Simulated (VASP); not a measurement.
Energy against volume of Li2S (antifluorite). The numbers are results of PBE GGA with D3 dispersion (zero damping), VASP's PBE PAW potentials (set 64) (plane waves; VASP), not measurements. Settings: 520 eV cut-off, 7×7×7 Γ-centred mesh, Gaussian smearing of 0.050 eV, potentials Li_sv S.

```
V (Å³/atom)  E (eV/atom)
-----------  -----------
14.162          -4.18315
14.600          -4.18562
15.038          -4.18416
15.476          -4.17940
```

Fit these four points and predict the energy of the run at 13.724 Å³/atom.

A cubic in V^(−2/3), the third-order Birch-Murnaghan form, passes through the four points with V0 = 14.64 Å³/atom and B0 = 47 GPa, and gives -4.1760 eV/atom there. The run gave -4.1762 eV/atom, -0.2 meV/atom from the fit; all five points give B0 = 47 GPa.

The compound is Li2S in the antifluorite structure. It was relaxed first, which changed the volume by -6 %.
